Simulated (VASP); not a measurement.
A convergence study with VASP on CdS (wurtzite): one setting is varied, all else stays as given below, so the limit is that of these other settings.

```xyz
4
Lattice="2.0700 -3.5853 0.0000 2.0700 3.5853 0.0000 0.0000 0.0000 6.7200" Properties=species:S:1:pos:R:3 pbc="T T T"
Cd     2.0700    -1.1951     3.3600
Cd     2.0700     1.1951     0.0000
S      2.0700    -1.1951     5.8934
S      2.0700     1.1951     2.5334
```

Calculation: LDA (Ceperley-Alder, Perdew-Zunger), VASP's LDA PAW potentials (set 64) (plane waves; VASP 6.6.1). The tightest run used: 550 eV cut-off, 15×15×9 Γ-centred mesh, Gaussian smearing of 0.050 eV, potentials Cd S.

Task: The settings run are 1×1×1 mesh; 2×2×1 mesh; 3×3×2 mesh; 4×4×2 mesh; 5×5×3 mesh; 6×6×3 mesh; 7×7×4 mesh; 8×8×5 mesh; 9×9×5 mesh; 10×10×6 mesh; 11×11×6 mesh; 12×12×7 mesh; 13×13×7 mesh; 14×14×8 mesh; 15×15×9 mesh. From which on does the stress (every component) stay within 0.2 GPa of the tightest run?

Result: From 4×4×2 mesh on: it is off by 0.14 there and by no more than 0.2 in any finer run, while 3×3×2 mesh is off by 0.64.
| setting | E (eV/atom) | pressure (GPa) | irreducible k-points | difference judged (GPa) |
|---|---|---|---|---|
| 1×1×1 mesh | -0.7828 | 16.65 | 1 | 25.54 |
| 2×2×1 mesh | -3.4894 | -1.52 | 2 | 4.44 |
| 3×3×2 mesh | -3.6530 | -1.96 | 6 | 0.64 |
| 4×4×2 mesh | -3.6879 | -2.23 | 8 | 0.14 |
| 5×5×3 mesh | -3.6954 | -2.26 | 10 | 0.04 |
| 6×6×3 mesh | -3.6971 | -2.28 | 14 | 0.01 |
| 7×7×4 mesh | -3.6981 | -2.28 | 24 | 0.01 |
| 8×8×5 mesh | -3.6983 | -2.28 | 30 | 0.00 |
| 9×9×5 mesh | -3.6983 | -2.28 | 36 | 0.00 |
| 10×10×6 mesh | -3.6984 | -2.28 | 56 | 0.00 |
| 11×11×6 mesh | -3.6984 | -2.28 | 64 | 0.00 |
| 12×12×7 mesh | -3.6984 | -2.28 | 76 | 0.00 |
| 13×13×7 mesh | -3.6984 | -2.28 | 84 | 0.00 |
| 14×14×8 mesh | -3.6984 | -2.28 | 120 | 0.00 |
| 15×15×9 mesh | -3.6984 | -2.28 | 135 | 0.00 |

Left out are rungs that failed or repeat a setting and relaxations that didn't move; long series are thinned to 24 rows.

The compound is CdS in the wurtzite structure. The cell was not relaxed at this level.
